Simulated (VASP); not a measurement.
Here is the system:

```xyz
2
Lattice="0.0000 3.3455 3.3455 3.3455 0.0000 3.3455 3.3455 3.3455 0.0000" Properties=species:S:1:pos:R:3 pbc="T T T"
Rb     0.0000     0.0000     0.0000
Cl     3.3455     3.3455     3.3455
```

Level of theory: PW91 GGA, VASP's PBE PAW potentials (set 64) (plane waves; VASP). Numerical set-up: 520 eV cut-off, Gaussian smearing of 0.050 eV, potentials Rb_sv Cl.

### Question
Give the energies of bands 6 to 11 at the high-symmetry points, in eV from the valence-band maximum.

### Answer

| band | Γ | X | U | L | W |
|---|---|---|---|---|---|
| 6 | 0.00 | -0.32 | -0.37 | -0.79 | -0.40 |
| 7 | 0.00 | -0.10 | -0.28 | -0.30 | -0.23 |
| 8 | 0.00 | -0.10 | -0.20 | -0.30 | -0.23 |
| 9 | 4.89 | 6.27 | 6.95 | 7.62 | 7.63 |
| 10 | 7.97 | 7.86 | 8.59 | 7.83 | 7.63 |
| 11 | 7.97 | 9.49 | 8.80 | 9.97 | 9.12 |

The gap is direct, 4.89 eV, from the valence maximum at Γ to the conduction minimum at Γ.

Measured: gap 8.50 eV (computed value off by -3.61 eV), as given by Aguado et al., (1998), arXiv:cond-mat/9809176.

The compound is RbCl in the rock salt structure. It was relaxed first, which changed the volume by +5 %.
